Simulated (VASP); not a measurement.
An input for Quantum ESPRESSO's pw.x (written as the equivalent of a VASP run, and not itself run):

```
&CONTROL
  calculation = 'vc-relax'
  pseudo_dir = './pseudo'
  outdir = './out'
  tprnfor = .true.
  tstress = .true.
  nstep = 30
  forc_conv_thr = 0.00039
/
&SYSTEM
  ibrav = 0
  nat = 2
  ntyp = 1
  ecutwfc = 88
  occupations = 'smearing'
  smearing = 'methfessel-paxton'
  degauss = 0.00735
  input_dft = 'revpbe'
/
&ELECTRONS
  conv_thr = 7.3e-09
  electron_maxstep = 100
/
&IONS
/
&CELL
  cell_dofree = 'shape'
/
ATOMIC_SPECIES
  Be 9.012 Be.upf
CELL_PARAMETERS angstrom
     1.1536828   -1.9982370    0.0000000
     1.1536828    1.9982370    0.0000000
     0.0000000    0.0000000    3.6169075
ATOMIC_POSITIONS crystal
  Be   0.3333330  0.6666670  0.2500000
  Be   0.6666670  0.3333330  0.7500000
K_POINTS automatic
  18 18 10 0 0 0
```

Q: Write the VASP files for the same calculation (revPBE).

A: Several could match; the one computed here: 
POSCAR:
```
Be
1
    1.1536827557    -1.9982369736     0.0000000000
    1.1536827557     1.9982369736     0.0000000000
    0.0000000000     0.0000000000     3.6169074774
Be
2
Direct
  0.3333330000   0.6666670000   0.2500000000
  0.6666670000   0.3333330000   0.7500000000
```

### INCAR
```
# general
SYSTEM  =  Be
PREC    =  Accurate
ENCUT   =  520
LREAL   =  .FALSE.
LASPH   =  .TRUE.   # aspherical one-centre terms

# electronic loop
EDIFF   =  1E-7
NELM    =  100
ALGO    =  Normal   # blocked Davidson

# smearing
ISMEAR  =  1
SIGMA   =  0.1

# functional
GGA     =  RE   # revPBE

# ions
IBRION  =  2   # conjugate gradients
NSW     =  30   # most ionic steps
ISIF    =  4
EDIFFG  =  -0.01

# output
LWAVE   =  .FALSE.
LCHARG  =  .FALSE.
```

KPOINTS:
```
Regular mesh
0
gamma
18 18 10
0 0 0
```

POTCAR, in this order: Be (PBE.64 set). Program: vasp_std.

The two are equivalent in intent, not identical: the potentials are each code's own (VASP's PAW set, PseudoDojo norm-conserving files in pw.x), so ENCUT and ecutwfc are chosen apart and not converted; conv_thr bounds pw.x's estimated SCF error, while EDIFF bounds the energy change between steps; forc_conv_thr acts on force components and is met together with etot_conv_thr.

The compound is Be in the hcp structure. This cell is one point of a volume scan, at 1.03 of the reference volume. Symmetry was kept, so distortions that lower it aren't found.
